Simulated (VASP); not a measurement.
```
NbAs
1.0
    3.54110     0.00000     0.00000
   -1.77055     3.06668     0.00000
    0.00000     0.00000     3.45594
Nb As
1 1
Direct
  0.00000   0.00000   0.00000
  0.66667   0.33333   0.50000
```

Calculation: r2SCAN meta-GGA, VASP's PBE PAW potentials (set 64) (plane waves; VASP). Run with 400 eV cut-off, 8×8×7 Γ-centred mesh, Gaussian smearing of 0.050 eV, potentials Nb_sv As.

Energy and stress use the plane-wave basis of the starting cell.

Q: The ions, cell shape and volume are relaxed. Give the cell that the relaxation ends in.

A: 
```
NbAs
1.0
    3.43261     0.00000     0.00000
   -1.71630     2.97272     0.00000
    0.00000     0.00000     3.44863
Nb As
1 1
Direct
  0.00000   0.00000   0.00000
  0.66667   0.33333   0.50000
```
Space group P-6m2 (187), at a tolerance of 0.03 Å.

Q: How do energy and volume change from the first to the last step?

A: The energy (σ→0) changes by -37.0 meV/atom and the volume by -6.2 %, in 6 ionic steps.

The structure was generated: NbAs was put into the WC type (P-6m2), which need not be its known phase. This run relaxes it. Symmetry was kept, so distortions that lower it aren't found.
